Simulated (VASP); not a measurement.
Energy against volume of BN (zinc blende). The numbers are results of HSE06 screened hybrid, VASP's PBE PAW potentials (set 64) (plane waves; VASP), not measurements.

| V (Å³/atom) | E (eV/atom) |
|---|---|
| 5.420 | -10.14233 |
| 5.599 | -10.17022 |
| 5.778 | -10.18151 |
| 5.956 | -10.17840 |
| 6.135 | -10.16278 |

Question: Fit a third-order Birch-Murnaghan equation of state.

Answer: 
| Property | Value |
|---|---|
| volume per atom | 5.83 Å³/atom |
| bulk modulus | 405 GPa |
| pressure derivative of the bulk modulus | 3.61 |
| lattice constant a | 3.599 Å |

Measured: bulk modulus 410 GPa at 0 K (computed value off by -1.3 %), as given by Daniel Mejia-Rodriguez et al., Physical Review B (2018), arXiv:1807.09216 [0 K value with the zero-point phonon effect removed]; a 3.593 Å at 0 K (computed value off by +0.2 %), as given by Tamar Goldzak et al., The Journal of Chemical Physics (2022), arXiv:2208.04865 [corrected for zero-point motion].

The compound is BN in the zinc blende structure. It was relaxed first. The cell's shape comes from a PBE relaxation.
